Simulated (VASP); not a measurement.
Here is a VASP 6.6.1 calculation.

INCAR

```
SYSTEM = EuAl4Si2Rh
PREC     = Accurate       ! precision mode
ENCUT    = 520            ! plane-wave cutoff, eV
EDIFF    = 1E-7           ! SCF threshold, eV
ISMEAR   = -1             ! smearing method
SIGMA    = 0.02           ! smearing width, eV
LREAL    = .False.        ! projectors in reciprocal space
LASPH    = .True.         ! aspherical terms in the spheres
NELM     = 120            ! most SCF steps
ALGO     = Normal         ! electronic algorithm
ISIF     = 2              ! what is computed and relaxed
LWAVE    = .False.        ! write WAVECAR
LCHARG   = .False.        ! write CHGCAR
ISPIN    = 2              ! spin polarisation
MAGMOM   = 7 0 0 0 0 0 0 0 ! initial moments
LORBIT   = 11             ! projections on sites
LMAXMIX  = 6              ! l up to which the mixer works
LDAU     = .True.         ! DFT+U
LDAUTYPE = 2            
LDAUL    = 3 -1 -1 -1     ! shell
LDAUU    = 6 0 0 0        ! U, eV
LDAUJ    = 0 0 0 0      
LDAUPRINT= 1            
GGA      = PS             ! functional
LEFG     = .True.
```

The input KPOINTS:

```
Automatic mesh
0
Gamma
  8 8 4
  0 0 0
```

Contents of POSCAR:

```
EuAl4Si2Rh
1.0
    4.1760000000      0.0000000000      0.0000000000
    0.0000000000      4.1760000000      0.0000000000
    0.0000000000      0.0000000000      8.2890000000
Eu Al Si Rh
1 4 2 1
Direct
    0.0000000000      0.0000000000      0.5000000000
    0.0000000000      0.5000000000      0.1680000000
    0.5000000000      0.0000000000      0.1680000000
    0.0000000000      0.5000000000      0.8320000000
    0.5000000000      0.0000000000      0.8320000000
    0.5000000000      0.5000000000      0.3574000000
    0.5000000000      0.5000000000      0.6426000000
    0.0000000000      0.0000000000      0.0000000000
```

Potentials or basis: VASP PAW PBE potentials, release 64 (Eu, Al, Si, Rh_pv).

Launch:

```bash
$ cat potpaw_PBE.64/Eu/POTCAR potpaw_PBE.64/Al/POTCAR potpaw_PBE.64/Si/POTCAR potpaw_PBE.64/Rh_pv/POTCAR > POTCAR
$ mpirun -np 1 vasp_std > vasp.out
```

Question: What does it give for the net moment?

Answer: 7.02 μB per cell.

Question: Predict the site moments.

Answer: Eu +6.70; Al -0.00; Si -0.01; Rh -0.00 μB.

Electric field gradients, principal values (V/Å²):
| atom | Vxx | Vyy | Vzz |
| --- | --- | --- | --- |
| 1 Eu | -29.831 | -29.831 | 59.662 |
| 2 Al | -2.245 | -21.019 | 23.264 |
| 3 Al | -2.245 | -21.019 | 23.264 |
| 4 Al | -2.245 | -21.019 | 23.264 |
| 5 Al | -2.245 | -21.019 | 23.264 |
| 6 Si | -4.310 | -4.310 | 8.621 |
| 7 Si | -4.310 | -4.310 | 8.621 |
| 8 Rh | 10.701 | 10.701 | -21.402 |

 The state reached can hang on the start; a lower one may exist.
